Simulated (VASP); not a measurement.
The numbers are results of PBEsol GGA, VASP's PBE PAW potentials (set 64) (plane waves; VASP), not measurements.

The input files of a VASP run:

File POSCAR:
```
MgH2
1
   -0.0000000000     2.3573537045     2.3573537045
    2.3573537045     0.0000000000     2.3573537045
    2.3573537045     2.3573537045    -0.0000000000
Mg H
1 2
Direct
  0.0000000000   1.0000000000   1.0000000000
  0.2500000000   0.2500000000   0.2500000000
  0.7500000000   0.7500000000   0.7500000000
```

### INCAR
```
SYSTEM = MgH2
PREC = Accurate
ENCUT = 400
EDIFF = 1E-7
NELM = 100
ALGO = Normal
LREAL = .FALSE.
LASPH = .TRUE.
ISMEAR = -5
GGA = PS
LWAVE = .FALSE.
LCHARG = .TRUE.
LORBIT = 11
NEDOS = 601
ISIF = 2
LEFG = .TRUE.
```

KPOINTS:
```
Automatic
0
gamma
  13 13 13
```

POTCAR, in this order: Mg H (PBE.64 set). Program: vasp_std.

Question: What does the run give for the energy per atom (σ→0), band gap (on the k-mesh)?

Answer: 
| Quantity | Value |
|---|---|
| energy per atom (σ→0) | -2.865 eV/atom |
| band gap (on the k-mesh) | none (metal, semimetal or under 0.01 eV) |

**OSZICAR**
```
...
DAV:   8    -0.859594335034E+01   -0.12250E-02   -0.65908E-03  1188   0.564E-01    0.127E-01
DAV:   9    -0.859570144355E+01    0.24191E-03   -0.96431E-04  1296   0.172E-01    0.128E-02
DAV:  10    -0.859572379677E+01   -0.22353E-04   -0.27889E-05  1296   0.422E-02    0.124E-02
DAV:  11    -0.859570821735E+01    0.15579E-04   -0.31402E-06  1140   0.888E-03    0.172E-03
DAV:  12    -0.859570627225E+01    0.19451E-05   -0.15413E-07   966   0.282E-03    0.284E-04
DAV:  13    -0.859570648997E+01   -0.21772E-06   -0.36354E-09   588   0.459E-04    0.477E-05
DAV:  14    -0.859570650021E+01   -0.10244E-07   -0.10757E-10   522   0.939E-05
   1 F= -.85957065E+01 E0= -.85957065E+01  d E =0.000000E+00
```

The structure was generated: MgH2 was put into the fluorite type (Fm-3m), which need not be its known phase. It was relaxed first, which changed the volume by -6 %.
